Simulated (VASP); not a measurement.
An input for Ansatz (written as the equivalent of a VASP run, and not itself run):

Ansatz 0.2 input:
```yaml
crystal:
  lattice:
    - [0.0000000, 2.2068106, 2.2068106]
    - [2.2068106, 0.0000000, 2.2068106]
    - [2.2068106, 2.2068106, 0.0000000]
  atoms:
    - { symbol: Be, position: [0.0000000, 0.0000000, 0.0000000] }
    - { symbol: S, position: [0.2500000, 0.2500000, 0.2500000] }
kpoints:
  mp_grid: { grid: [10, 10, 10] }
hamiltonian:
  xc: pbesol
  pseudopotentials: { kind: paw }
scf:
  occupations: { method: gaussian, width: 0.05 }
  max_iter: 100
relax:
  max_steps: 40
  f_tol: 0.02
  cell: { p_target: 45 }
output: { forces: true, stress: true, eigenvalues: true }
```

**Question.** Write the VASP files for the same calculation (PBEsol).

**Answer.** This is not unique; one that fits is 
File KPOINTS:
```
Automatic mesh
0
Gamma
10 10 10
0 0 0
```

**INCAR**
```
SYSTEM  =  BeS
PREC  =  Accurate; ENCUT  =  500; LREAL  =  .FALSE.
LASPH  =  .TRUE.
EDIFF  =  1E-6; NELM  =  100; ALGO  =  Normal
ISMEAR  =  0; SIGMA  =  0.05
GGA  =  PS
IBRION  =  2; NSW  =  40; ISIF  =  3
EDIFFG  =  -0.02; PSTRESS  =  450
LWAVE  =  .FALSE.; LCHARG  =  .FALSE.
```

**POSCAR**
```
BeS
1
    0.0000000000     2.2068106307     2.2068106307
    2.2068106307    -0.0000000000     2.2068106307
    2.2068106307     2.2068106307     0.0000000000
Be S
1 1
Direct
  0.0000000000   0.0000000000   0.0000000000
  0.2500000000   0.2500000000   0.2500000000
```

POTCAR, in this order: Be S (PBE.64 set). Program: vasp_std.

Limits of the translation: each code has its own PAW files, so the cut-off isn't converted (ENCUT is set for VASP's; basis.ecutwfc is left out, and Ansatz then takes the one that its files recommend); Ansatz stops its SCF on the density residual and VASP on the energy change (EDIFF).

The structure was generated: BeS was put into the zinc blende type (F-43m), which need not be its known phase. It was relaxed first under an external pressure of 45 GPa.
